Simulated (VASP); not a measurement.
## Cu under a change of volume

How do stress and energy of Cu follow a change of volume?

Main program and level: VASP 6.6.1; PBEsol; plane waves and PAW (Cu), in the first sound run; inputs show where later runs differ.

Report form: the programs' logs are mostly left out.

### 1. Starting point

Symmetry: Fm-3m, No. 225, cubic system. Conventional cell: a = 3.610 Å, b = 3.610 Å, c = 3.610 Å, α = 90.00°, β = 90.00°, γ = 90.00°. Nearest to Cu lie 12 Cu at 2.55 Å.

### 2. Relax the crystal, PBEsol

The series starts from the cell that this level prefers, so that zero strain is near zero stress.

This step took 2 runs in a row; the last is shown.

Level: PBEsol; plane waves and PAW (Cu).

File INCAR:

```
SYSTEM = Cu
PREC = Accurate
ENCUT = 450
EDIFF = 1E-07
NELM = 120
ISMEAR = 1
SIGMA = 0.15
LREAL = .FALSE.
ALGO = Normal
GGA = PS
NBANDS = 11
LASPH = .TRUE.
LORBIT = 11
LWAVE = .FALSE.
LCHARG = .FALSE.
KPAR = 8
IBRION = 2
NSW = 40
ISIF = 3
EDIFFG = -0.005
POTIM = 0.4
```

File POSCAR:

```
Cu
1.0
    0.0000000000      1.7821378962      1.7821378962
    1.7821378962      0.0000000000      1.7821378962
    1.7821378962      1.7821378962      0.0000000000
Cu
1
Direct
    0.0000000000      0.0000000000      0.0000000000
```

File KPOINTS:

```
Automatic mesh
0
Gamma
28 28 28
0 0 0
```

Potentials, in the order of the species: Cu (PBE family, release 64).

Run with:

```console
$ mpirun -np 8 vasp_std
```

Elapsed: 6 s, on 8 MPI ranks of Intel Xeon 6975P-C (Granite Rapids), shared host; peak memory 1.3 GiB; 45 s of CPU time.

Read from the output:

```
energy(sigma→0) of the program : -4.3083 eV
stress, compression positive   : xx, yy, zz 0.03, 0.03, 0.03 GPa
volume                         : 11.311 Å³
ionic steps                    : 2
```

### 3. Relax at fixed volume, PBEsol

One member in full: the volume is scaled by 0.96, and the cell is held.

Level: PBEsol; plane waves and PAW (Cu).

INCAR: that of step 2 with these lines changed.

```diff
@@ -15,7 +15,8 @@
 LCHARG = .FALSE.
-KPAR = 8
+KPAR = 2
 IBRION = 2
 NSW = 40
-ISIF = 3
-EDIFFG = -0.005
+ISIF = 2
+EDIFFG = -0.004
 POTIM = 0.4
+MAXMIX = 40
```

File POSCAR:

```
Cu
1.0
    0.0000000000      1.7575552697      1.7575552697
    1.7575552697      0.0000000000      1.7575552697
    1.7575552697      1.7575552697      0.0000000000
Cu
1
Direct
    0.0000000000      0.0000000000      0.0000000000
```

KPOINTS is that of step 2.

Run with:

```console
$ mpirun -np 2 vasp_std
```

Run time: 12 s. Hardware: 2 MPI ranks; peak memory 0.31 GiB.

This run gave:

```
energy(sigma→0) of the program : -4.2955 eV
stress, compression positive   : xx, yy, zz 7.63, 7.63, 7.63 GPa
ionic steps                    : 1
```

### 4. The whole series

The other members went through these steps as far as the tables show, with the same cutoff and, step by step, the same mesh; 9 runs are not shown. The session took 0.095 core hours (wall time by ranks) on a shared machine.

| volume over the relaxed volume | volume (Å³/atom) | pressure (GPa) | energy above the unstrained row, extrapolated to no smearing (meV/atom) |
| --- | --- | --- | --- |
| 0.940 | 10.632 | 12.179 | 27.886 |
| 0.960 | 10.858 | 7.635 | 12.721 |
| 0.980 | 11.084 | 3.607 | 3.691 |
| 0.990 | 11.197 | 1.771 | 1.196 |
| 1 | 11.311 | 0.039 | 0.000 |
| 1.010 | 11.424 | ? | ? |
| 1.020 | 11.537 | -3.131 | 1.094 |
| 1.040 | 11.763 | -5.942 | 6.427 |
| 1.060 | 11.989 | -8.433 | 15.520 |

### 5. Stress from the known rows

Fitting a cubic to the 8 known rows (u: logarithm of the volume ratio) gives pressure = − 547.7 u³ + 421.2 u² − 168.1 u + 0.03697 in GPa; the residuals are 0.0016 GPa r.m.s.

At u = 0.009950 this predicts -1.594 GPa.

### 6. The withheld row

The calculation gives -1.594 GPa, so the prediction is right to the last digit shown.

A cubic of the pressure in ln(V/V₀) through all rows has the slope −B at V₀: B = 168 GPa, and its curvature gives B′ = 5.0.

### 7. Results

| Property | Result |
| --- | --- |
| error of the predicted pressure | 0.000 GPa |
| bulk modulus | 168 GPa |

What this shows: The slope of the energy gives 0.84 GPa at the relaxed volume where the pressure column has 0.04 GPa, a mark of the finite basis or of the smearing. These are static values: temperature and zero-point motion are left out. In a metal the slopes also depend on mesh and smearing, which were held through the series.

[Lines on the potential files, build, host, timing and source positions are cut from VASP's logs without a mark.]

[Logs are printed without paths, hosts, clocks, repeated set-up lines and the standing remarks that a program may print on its own settings, such as how far it seeks lower states.]

[Hosts, paths, dates, database ids (printed as entryN), source tags and the programs' standing remarks are cut or masked in the printed files.]

[In band tables of VASP the shares of atoms and orbitals are scaled to a sum of 1 inside the atoms' spheres.]
